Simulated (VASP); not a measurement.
Crystal: Be3Se2S.

```
Be Se S
1.0
    -1.79633    5.38785    2.53857
     1.79633   -5.38785    2.53857
     1.79633    5.38785   -2.53857
Be Se S
3 2 1
Direct
  0.40089 0.24104 0.15985
  0.08119 0.24104 0.84015
  0.76752 0.26752 0.50000
  0.33479 0.00025 0.33454
  0.66571 0.00025 0.66546
  0.99991 0.99991 0.00000
```

The cell was built by a generator and needn't be a form met in nature.

Program: VASP 6.6.1. Alike in all runs: potentials or basis VASP PAW PBE potentials, release 64 (Be, Se, S); no spin polarisation; cell as given; k mesh 8 × 8 × 8; cutoff (eV) 520. Hardware: 4 MPI ranks on Intel(R) Xeon(R) 6975P-C (Granite Rapids) (shared host).

Order these runs on this cell by their wall time, lowest first.
A. task single point; level PBEsol; smearing gaussian 0.03 eV
B. task Born charges and dielectric tensor; level PBE; smearing gaussian 0.02 eV
C. task band structure; level PBE; smearing gaussian 0.03 eV

A (68 s), C (140 s), B (660 s).
